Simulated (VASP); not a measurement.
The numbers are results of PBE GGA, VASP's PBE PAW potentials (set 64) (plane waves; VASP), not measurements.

A VASP calculation is set up with these files.

File KPOINTS:
```
Automatic mesh
0
G
 4 4 4
```

### INCAR
```
ALGO = Normal
EDIFF = 1E-6
EDIFFG = -0.02
ENCUT = 400
GGA = PE
IBRION = 2
ISIF = 3
ISMEAR = 0
LASPH = .TRUE.
LCHARG = .FALSE.
LMAXMIX = 4
LREAL = .FALSE.
LWAVE = .FALSE.
NELM = 100
NSW = 60
PREC = Accurate
SIGMA = 0.05
SYSTEM = Ga3InP4
```

**POSCAR**
```
Ga3InP4
1
    5.6162020132    -0.0000000000    -0.0000000000
    0.0000000000     5.6162020132    -0.0000000000
    0.0000000000    -0.0000000000     5.6162020132
In P Ga
1 4 3
Direct
  1.0000000000   0.0000000000   1.0000000000
  0.2597809434   0.2597809434   0.2597809434
  0.7402190566   0.7402190566   0.2597809434
  0.7402190566   0.2597809434   0.7402190566
  0.2597809434   0.7402190566   0.7402190566
  0.5000000000   0.5000000000   1.0000000000
  0.5000000000   0.0000000000   0.5000000000
  1.0000000000   0.5000000000   0.5000000000
```

POTCAR, in this order: In_d P Ga_d (PBE.64 set). Program: vasp_std.

What VASP printed:

### OSZICAR
```
       N       E                     dE             d eps       ncg     rms          rms(c)
DAV:   1     0.601056153595E+03    0.60106E+03   -0.28320E+04   887   0.195E+03
DAV:   2     0.592111530732E+02   -0.54185E+03   -0.52865E+03   932   0.519E+02
DAV:   3    -0.306666080085E+02   -0.89878E+02   -0.87516E+02   967   0.180E+02
DAV:   4    -0.365900569243E+02   -0.59234E+01   -0.58752E+01  1108   0.454E+01
DAV:   5    -0.368022836720E+02   -0.21223E+00   -0.21159E+00  1312   0.858E+00    0.896E+00
DAV:   6    -0.356836881973E+02    0.11186E+01   -0.25493E+00  1234   0.161E+01    0.560E+00
DAV:   7    -0.356036557568E+02    0.80032E-01   -0.10476E+00  1152   0.439E+00    0.218E+00
DAV:   8    -0.356041281650E+02   -0.47241E-03   -0.16742E-01  1144   0.408E+00    0.559E-01
DAV:   9    -0.356042081736E+02   -0.80009E-04   -0.28798E-02  1160   0.231E+00    0.256E-01
DAV:  10    -0.356043879892E+02   -0.17982E-03   -0.34852E-03  1148   0.421E-01    0.211E-01
DAV:  11    -0.356046141402E+02   -0.22615E-03   -0.48650E-04  1216   0.108E-01    0.791E-02
DAV:  12    -0.356046102376E+02    0.39026E-05   -0.36018E-04  1250   0.238E-01    0.178E-02
DAV:  13    -0.356046193280E+02   -0.90904E-05   -0.46154E-05   962   0.410E-02    0.225E-02
DAV:  14    -0.356046199426E+02   -0.61455E-06   -0.22389E-06   861   0.914E-03
   1 F= -.35604620E+02 E0= -.35604620E+02  d E =-.356046E+02
       N       E                     dE             d eps       ncg     rms          rms(c)
DAV:   1    -0.356047268335E+02   -0.10751E-03   -0.44697E-03   938   0.398E-01    0.552E-02
DAV:   2    -0.356047304036E+02   -0.35701E-05   -0.42645E-04  1087   0.148E-01    0.186E-02
DAV:   3    -0.356047239901E+02    0.64135E-05   -0.31353E-05  1165   0.411E-02    0.993E-03
DAV:   4    -0.356047217713E+02    0.22188E-05   -0.41812E-06   847   0.128E-02    0.378E-03
DAV:   5    -0.356047209901E+02    0.78120E-06   -0.46938E-07   535   0.702E-03
   2 F= -.35604721E+02 E0= -.35604721E+02  d E =-.101048E-03
```

File OUTCAR:
```
------------------------ aborting loop because EDIFF is reached ----------------------------------------
  FORCE on cell =-STRESS in cart. coord.  units (eV):
  Direction    XX          YY          ZZ          XY          YZ          ZX
  --------------------------------------------------------------------------------------
  Total       -0.0274730     -0.0274730     -0.0274730      0.0000000      0.0000000      0.0000000
  in kB       -0.2484171     -0.2484171     -0.2484171      0.0000000      0.0000000      0.0000000
  external PRESSURE =      -0.2484171 kB  Pullay stress =       0.0000000 kB
  volume of cell :      177.19
      direct lattice vectors                 reciprocal lattice vectors
     5.616664996  0.000000000 -0.000000000     0.178041596  0.000000000  0.000000000
     0.000000000  5.616664996  0.000000000    -0.000000000  0.178041596 -0.000000000
     0.000000000  0.000000000  5.616664996     0.000000000 -0.000000000  0.178041596
 POSITION                                       TOTAL-FORCE (eV/Angst)
 -----------------------------------------------------------------------------------
      0.00000      0.00000      0.00000         0.000000      0.000000      0.000000
      1.45989      1.45989      1.45989         0.005192      0.005192      0.005192
      4.15677      4.15677      1.45989        -0.005192     -0.005192      0.005192
      4.15677      1.45989      4.15677        -0.005192      0.005192     -0.005192
      1.45989      4.15677      4.15677         0.005192     -0.005192     -0.005192
      2.80833      2.80833     -0.00000         0.000000      0.000000      0.000000
      2.80833      0.00000      2.80833         0.000000      0.000000      0.000000
      0.00000      2.80833      2.80833         0.000000      0.000000      0.000000
 -----------------------------------------------------------------------------------
    total drift:                               -0.000000     -0.000000      0.000000
  FREE ENERGIE OF THE ION-ELECTRON SYSTEM (eV)
  ---------------------------------------------------
  free  energy   TOTEN  =       -35.6047209901 eV

  energy  without entropy=      -35.6047209901  energy(sigma->0) =      -35.60472099

 reached required accuracy - stopping structural energy minimisation
```
(Selected blocks of OUTCAR.)

### CONTCAR
```
Ga3InP4
   1.00000000000000
     5.6166649958516128    0.0000000000000000   -0.0000000000000000
     0.0000000000000000    5.6166649958516128    0.0000000000000000
     0.0000000000000000    0.0000000000000000    5.6166649958516128
  In              P               Ga
     1     4     3
Direct
     0.0000000000000000    0.0000000000000000    0.0000000000000000
     0.2599215238563065    0.2599215238563065    0.2599215238563065
     0.7400784761436936    0.7400784761436936    0.2599215238563065
     0.7400784761436936    0.2599215238563065    0.7400784761436936
     0.2599215238563065    0.7400784761436936    0.7400784761436936
     0.5000000000000000    0.5000000000000000    0.0000000000000000
     0.5000000000000000    0.0000000000000000    0.5000000000000000
     0.0000000000000000    0.5000000000000000    0.5000000000000000
```

The structure was generated: Ga3InP4 was put into an ordered model structure (P-43m), which need not be its known phase. This run relaxes it. Symmetry was kept, so distortions that lower it aren't found. The start is the result of an earlier pass.
